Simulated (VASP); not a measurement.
Here is the system:

```xyz
2
Lattice="0.0000 2.5544 2.5544 2.5544 0.0000 2.5544 2.5544 2.5544 0.0000" Properties=species:S:1:pos:R:3 pbc="T T T"
Ca     0.0000     0.0000     0.0000
S      2.5544     2.5544     2.5544
```

Level of theory: LDA (Ceperley-Alder, Perdew-Zunger), VASP's LDA PAW potentials (set 64) (plane waves; VASP). Numerical set-up: 500 eV cut-off, 9×9×9 Γ-centred mesh, Gaussian smearing of 0.050 eV, potentials Ca_sv S.

Problem. What does the run give for the energy per atom (σ→0), pressure?

Solution. 
The energy per atom (σ→0) is -5.344 eV/atom and the pressure is 29.96 GPa.

Only differences to runs with the same potentials and settings are physical.

The compound is CaS in the rock salt structure. It was relaxed first under an external pressure of 30 GPa.
